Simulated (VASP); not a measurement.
An input for Ansatz (written as the equivalent of a VASP run, and not itself run):

Ansatz 0.2 input:
```yaml
crystal:
  lattice:
    - [3.8909600, 0.0000000, 0.0000000]
    - [-1.9454800, 3.3696700, 0.0000000]
    - [0.0000000, 0.0000000, 3.7973840]
  atoms:
    - { symbol: Pb, position: [0.0000000, 0.0000000, 0.0000000] }
    - { symbol: S, position: [0.6666670, 0.3333330, 0.5000000] }
kpoints:
  mp_grid: { grid: [7, 7, 6] }
hamiltonian:
  xc: r2scan
  pseudopotentials: { kind: paw }
scf:
  occupations: { method: gaussian, width: 0.05 }
  max_iter: 100
relax:
  max_steps: 60
  f_tol: 0.01
  cell: {}
output: { forces: true, stress: true, eigenvalues: true }
```

**Question.** Write the VASP files for the same calculation (r2SCAN).

**Answer.** One answer among several that fit: 
### INCAR
```
SYSTEM = PbS
PREC = Accurate; ENCUT = 400; LREAL = F
LASPH = T
EDIFF = 1E-6; NELM = 100; ALGO = Normal
LMAXMIX = 4; LMIXTAU = T
ISMEAR = 0; SIGMA = 0.05
METAGGA = R2SCAN
IBRION = 2; NSW = 60; ISIF = 3
EDIFFG = -0.01
LWAVE = F; LCHARG = F
```

POSCAR:
```
PbS
1
    3.8909600000     0.0000000000     0.0000000000
   -1.9454800000     3.3696700000     0.0000000000
    0.0000000000     0.0000000000     3.7973840000
Pb S
1 1
Direct
  0.0000000000   0.0000000000   0.0000000000
  0.6666670000   0.3333330000   0.5000000000
```

File KPOINTS:
```
Automatic mesh
0
Gamma
7 7 6
0 0 0
```

POTCAR, in this order: Pb_d S (PBE.64 set). Program: vasp_std.

What does not carry over: each code has its own PAW files, so the cut-off isn't converted (ENCUT is set for VASP's; basis.ecutwfc is left out, and Ansatz then takes the one that its files recommend); Ansatz stops its SCF on the density residual and VASP on the energy change (EDIFF).

The structure was generated: PbS was put into the WC type (P-6m2), which need not be its known phase. This run relaxes it. Symmetry was kept, so distortions that lower it aren't found.
